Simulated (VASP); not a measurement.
An input for Ansatz (written as the equivalent of a VASP run, and not itself run):

Ansatz 0.2 input:
```yaml
crystal:
  lattice:
    - [3.5674018, 0.0000000, 0.0000000]
    - [0.0000000, 3.5674018, 0.0000000]
    - [0.0000000, 0.0000000, 3.5674018]
  atoms:
    - { symbol: Si, position: [0.0000000, 0.0000000, 0.0000000] }
    - { symbol: Ni, position: [0.0000000, 0.5000000, 0.5000000] }
    - { symbol: Ni, position: [0.5000000, 0.0000000, 0.5000000] }
    - { symbol: Ni, position: [0.5000000, 0.5000000, 0.0000000] }
kpoints:
  mp_grid: { grid: [8, 8, 8] }
hamiltonian:
  xc: r2scan
  pseudopotentials: { kind: paw }
scf:
  occupations: { method: methfessel_paxton, width: 0.1 }
  max_iter: 100
output: { forces: true, stress: true, eigenvalues: true }
```

Question: Write the VASP files for the same calculation (r2SCAN).

Answer: This is not unique; one that fits is 
### KPOINTS
```
kpoints
0
gamma
 8 8 8
0 0 0
```

### INCAR
```
! general
SYSTEM   =  Ni3Si
PREC     =  Accurate
ENCUT    =  480   ! plane-wave cut-off (eV)
LREAL    =  .FALSE.   ! projection in real space or not
LASPH    =  .TRUE.   ! aspherical one-centre terms

! electronic loop
EDIFF    =  1E-7
NELM     =  100
ALGO     =  Normal   ! blocked Davidson
LMAXMIX  =  4   ! l cut-off of mixed one-centre charges
LMIXTAU  =  .TRUE.

! smearing
ISMEAR   =  1   ! Methfessel-Paxton
SIGMA    =  0.1   ! width (eV)

! functional
METAGGA  =  R2SCAN

! ions
ISIF     =  2

! output
LWAVE    =  .FALSE.
LCHARG   =  .FALSE.
```

File POSCAR:
```
Ni3Si
1
    3.5674018445     0.0000000000     0.0000000000
    0.0000000000     3.5674018445     0.0000000000
    0.0000000000     0.0000000000     3.5674018445
Si Ni
1 3
Direct
  0.0000000000   0.0000000000   0.0000000000
  0.0000000000   0.5000000000   0.5000000000
  0.5000000000   0.0000000000   0.5000000000
  0.5000000000   0.5000000000   0.0000000000
```

POTCAR, in this order: Si Ni (PBE.64 set). Program: vasp_std.

What does not carry over: each code has its own PAW files, so the cut-off isn't converted (ENCUT is set for VASP's; basis.ecutwfc is left out, and Ansatz then takes the one that its files recommend); Ansatz stops its SCF on the density residual and VASP on the energy change (EDIFF).

The compound is Ni3Si in the L1_2 structure. This cell was strained or had an atom moved on purpose.
